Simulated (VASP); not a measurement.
These are PBEsol GGA, VASP's PBE PAW potentials (set 64) (plane waves; VASP 6.6.1) values and carry that method's errors.

A VASP calculation is set up with these files.

### INCAR
```
! general
SYSTEM   =  NiSi
PREC     =  Accurate
ENCUT    =  400
LREAL    =  F
LASPH    =  T

! electronic loop
EDIFF    =  1E-6
NELM     =  100
ALGO     =  Normal
LMAXMIX  =  4

! smearing
ISMEAR   =  1
SIGMA    =  0.1

! functional
GGA      =  PS

! spin
ISPIN    =  2
MAGMOM   =  2.0 0.0

! ions
IBRION   =  2
NSW      =  60
ISIF     =  3
EDIFFG   =  -0.01

! output
LWAVE    =  F
LCHARG   =  F
LORBIT   =  10
```

POSCAR:
```
NiSi
1
    0.0000000000     2.7135460000     2.7135460000
    2.7135460000     0.0000000000     2.7135460000
    2.7135460000     2.7135460000     0.0000000000
Ni Si
1 1
Direct
  0.0000000000   0.0000000000   0.0000000000
  0.2500000000   0.2500000000   0.2500000000
```

**KPOINTS**
```
Automatic
0
gamma
11 11 11
0 0 0
```

POTCAR, in this order: Ni Si (PBE.64 set). Program: vasp_std.

Energy and stress use the plane-wave basis of the starting cell.

Question: What does the run give for the energy per atom (σ→0), cell moment, volume per atom, band gap (on the k-mesh)?

Answer: 
```
Quantity                                                    Result
------------------------  ----------------------------------------
energy per atom (σ→0)                               -5.694 eV/atom
cell moment                                                0.00 μB
band gap (on the k-mesh)  none (metal, semimetal or under 0.01 eV)
volume per atom                                      16.44 Å³/atom
```

File OSZICAR:
```
...
DAV:   3    -0.114642339138E+02    0.29002E+01   -0.16318E+01  2984   0.687E+01    0.293E+00
DAV:   4    -0.114074982241E+02    0.56736E-01   -0.29876E-01  3252   0.874E+00    0.145E+00
DAV:   5    -0.113896468400E+02    0.17851E-01   -0.24441E-02  4152   0.173E+00    0.379E-01
DAV:   6    -0.113886341232E+02    0.10127E-02   -0.35192E-03  3904   0.857E-01    0.878E-02
DAV:   7    -0.113886721320E+02   -0.38009E-04   -0.20407E-04  2904   0.119E-01    0.294E-02
DAV:   8    -0.113886721169E+02    0.15058E-07   -0.20614E-05  3600   0.620E-02    0.150E-02
DAV:   9    -0.113886715864E+02    0.53053E-06   -0.17744E-06  1556   0.190E-02
   3 F= -.11388672E+02 E0= -.11388184E+02  d E =-.367233E+00  mag=    -0.0000
```

The structure was generated: NiSi was put into the zinc blende type (F-43m), which need not be its known phase. This run relaxes it. Symmetry was kept, so distortions that lower it aren't found.
